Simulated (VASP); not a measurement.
Crystal: TaRu.

```
CELL_PARAMETERS angstrom
3.17367 0.00000 0.00000
0.00000 3.17367 0.00000
0.00000 0.00000 3.17367
ATOMIC_POSITIONS crystal
Ta 0.50000 0.50000 0.50000
Ru 0.00000 0.00000 0.00000
```

```yaml
Program: VASP 6.6.1
Task: relaxation of cell and atoms
Functional: LDA
Potentials_or_basis: VASP PAW LDA potentials, release 64 (Ta_pv, Ru_pv)
Cutoff: 600 eV
k_mesh: 14 × 14 × 14
Occupations: gaussian, width 0.1 eV
Spin: no spin polarisation
```

At the start: pressure -12.6 GPa; volume 15.98 Å³/atom.

Q: How do energy, volume and symmetry change on relaxing?

A: Over 7 steps the energy falls by 31.5 meV/atom and the volume is 15.22 Å³/atom (-4.8 %); space group Pm-3m (No. 221, to 0.05 Å).

The path:
| step | energy change (eV) | largest force (eV/Å) | pressure (GPa) | volume (Å³) |
| --- | --- | --- | --- | --- |
| 1 | 0.0000 | 0.0000 | -12.59 | 31.97 |
| 2 | 0.5138 | 0.0000 | 53.04 | 26.50 |
| 3 | -0.0629 | 0.0000 | -0.85 | 30.52 |
| 4 | -0.0631 | 0.0000 | -0.11 | 30.44 |
| 5 | -0.0631 | 0.0000 | 0.21 | 30.41 |
| 6 | -0.0630 | 0.0000 | -0.48 | 30.48 |
| 7 | -0.0631 | 0.0000 | -0.01 | 30.43 |

Final structure:
```cif
data_structure
_symmetry_space_group_name_H-M 'P 1'
_symmetry_Int_Tables_number 1
_cell_length_a 3.1220
_cell_length_b 3.1220
_cell_length_c 3.1220
_cell_angle_alpha 90.000
_cell_angle_beta 90.000
_cell_angle_gamma 90.000
_cell_volume 30.43
loop_
_atom_site_label
_atom_site_type_symbol
_atom_site_fract_x
_atom_site_fract_y
_atom_site_fract_z
_atom_site_occupancy
Ta1 Ta 0.50000 0.50000 0.50000 1
Ru1 Ru 0.00000 0.00000 0.00000 1
```
